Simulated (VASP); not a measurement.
Relaxed, unreconstructed slabs of NbC (rock salt). These are PBEsol GGA, VASP's PBE PAW potentials (set 64) (plane waves; VASP) values and carry that method's errors.

Slab and bulk use different k-meshes, so the surface energy is good to a few per cent at best.

Task: Order the faces (110) [12 atoms], (100) [12 atoms] by surface energy, lowest first.

Result: (100) [12 atoms] (1.64 J/m²), (110) [12 atoms] (3.33 J/m²)

Task: And what are their work functions?

Result: (110) [12 atoms] 3.90 eV, (100) [12 atoms] 3.79 eV.

Runs of the series that failed, ran out of time, didn't relax or are held back are left out, and each face is given by its thickest slab.

The cell is a thin slab with vacuum, built from NbC (rock salt).
